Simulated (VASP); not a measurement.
Given:

```yaml
crystal:
  lattice:
    - [0.00000, 2.02774, 2.02774]
    - [2.02774, 0.00000, 2.02774]
    - [2.02774, 2.02774, 0.00000]
  atoms:
    - { symbol: Li, position: [0.00000, 0.00000, 0.00000] }
    - { symbol: F, position: [0.50000, 0.50000, 0.50000] }
```

Method: PBE GGA, VASP's PBE PAW potentials (set 64) (plane waves; VASP). Numerical set-up: 520 eV cut-off, Gaussian smearing of 0.050 eV, potentials Li_sv F.

Question: Give the energies of bands 3 to 6 at the high-symmetry points, in eV from the valence-band maximum.

Answer: 
```json
[
 {"band": "3", "Γ": "0.00", "X": "-2.92", "U": "-2.43", "L": "-2.46", "W": "-2.02"},
 {"band": "4", "Γ": "0.00", "X": "-0.97", "U": "-1.52", "L": "-0.22", "W": "-2.02"},
 {"band": "5", "Γ": "0.00", "X": "-0.97", "U": "-0.71", "L": "-0.22", "W": "-0.78"},
 {"band": "6", "Γ": "8.91", "X": "14.62", "U": "14.34", "L": "10.66", "W": "14.89"}
]
```

The gap is direct, 8.91 eV, from the valence maximum at Γ to the conduction minimum at Γ.

Measured: gap 15.35 eV (computed value off by -6.44 eV), as given by Wei Chen et al., Physical Review Materials (2018), doi:10.1103/physrevmaterials.2.073803 [zero-point renormalisation of 1.15 eV added back (the table's ZPR column)].

The compound is LiF in the rock salt structure. It was relaxed first.
